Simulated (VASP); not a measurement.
Output of a VASP run:

**OSZICAR**
```
       N       E                     dE             d eps       ncg     rms          rms(c)
DAV:   1     0.768214669228E+02    0.76821E+02   -0.66130E+03  1314   0.108E+03
DAV:   2     0.724982090208E+00   -0.76096E+02   -0.71187E+02  1389   0.230E+02
DAV:   3    -0.555411631289E+01   -0.62791E+01   -0.62392E+01  1570   0.680E+01
DAV:   4    -0.573104349846E+01   -0.17693E+00   -0.17684E+00  1610   0.119E+01
DAV:   5    -0.573549804374E+01   -0.44545E-02   -0.44545E-02  1564   0.192E+00    0.143E+00
DAV:   6    -0.567858663270E+01    0.56911E-01   -0.77413E-02  1505   0.241E+00    0.959E-01
DAV:   7    -0.566856892370E+01    0.10018E-01   -0.58016E-02  1569   0.181E+00    0.501E-01
DAV:   8    -0.566947280366E+01   -0.90388E-03   -0.32451E-03  1379   0.681E-01    0.916E-02
DAV:   9    -0.566944681913E+01    0.25985E-04   -0.97906E-05  1484   0.136E-01    0.252E-02
DAV:  10    -0.566945182023E+01   -0.50011E-05   -0.21092E-05  1533   0.653E-02    0.552E-03
DAV:  11    -0.566945194848E+01   -0.12825E-06   -0.23384E-06  1451   0.194E-02    0.179E-03
DAV:  12    -0.566945203117E+01   -0.82693E-07   -0.26571E-07  1463   0.397E-03
   1 F= -.56694520E+01 E0= -.56694520E+01  d E =-.802530E-17
```

File OUTCAR:
```
------------------------ aborting loop because EDIFF is reached ----------------------------------------
  FORCE on cell =-STRESS in cart. coord.  units (eV):
  Direction    XX          YY          ZZ          XY          YZ          ZX
  --------------------------------------------------------------------------------------
  Total        0.0287724      0.0287724      0.0341979      0.0000000     -0.0000000      0.0000000
  in kB        0.7047178      0.7047178      0.8376041      0.0000000     -0.0000000      0.0000000
  external PRESSURE =       0.7490133 kB  Pullay stress =       0.0000000 kB
  volume of cell :       65.41
      direct lattice vectors                 reciprocal lattice vectors
     0.000000000  3.198013289  3.198013289    -0.156347068  0.156347068  0.156347068
     3.198013289  0.000000000  3.198013289     0.156347068 -0.156347068  0.156347068
     3.198013289  3.198013289  0.000000000     0.156347068  0.156347068 -0.156347068
 POSITION                                       TOTAL-FORCE (eV/Angst)
 -----------------------------------------------------------------------------------
      0.00000      0.00000      0.00000         0.000000      0.000000      0.025935
      3.19801      3.19801      3.22301         0.000000      0.000000     -0.025935
 -----------------------------------------------------------------------------------
    total drift:                               -0.000000     -0.000000     -0.000045
  FREE ENERGIE OF THE ION-ELECTRON SYSTEM (eV)
  ---------------------------------------------------
  free  energy   TOTEN  =        -5.6694520312 eV

  energy  without entropy=       -5.6694520312  energy(sigma->0) =       -5.66945203
```
(Selected blocks of OUTCAR.)

**POSCAR**
```
NaI
1
    0.0000000000     3.1980132894     3.1980132894
    3.1980132894     0.0000000000     3.1980132894
    3.1980132894     3.1980132894     0.0000000000
Na I
1 1
Direct
  0.0000000000   0.0000000000   0.0000000000
  0.5039086767   0.5039086767   0.4960913233
```

Problem. Write an INCAR and KPOINTS that could have produced this output.

Solution. This is not unique; one that fits is the input of the run itself, PBEsol GGA, plane waves, VASP's PBE PAW potentials (set 64).

### KPOINTS
```
Automatic mesh
0
Gamma
8 8 8
0 0 0
```

**INCAR**
```
# general
SYSTEM =NaI
PREC   =Accurate
ENCUT  =480
LREAL  =F
LASPH  =T

# electronic loop
EDIFF  =1E-7
NELM   =100
ALGO   =Normal
LMAXMIX=4

# smearing
ISMEAR =0
SIGMA  =0.05

# functional
GGA    =PS

# ions
ISIF   =2

# output
LWAVE  =F
LCHARG =F
```

POTCAR, in this order: Na_pv I (PBE.64 set). Program: vasp_std.

The compound is NaI in the rock salt structure. This cell was strained or had an atom moved on purpose.
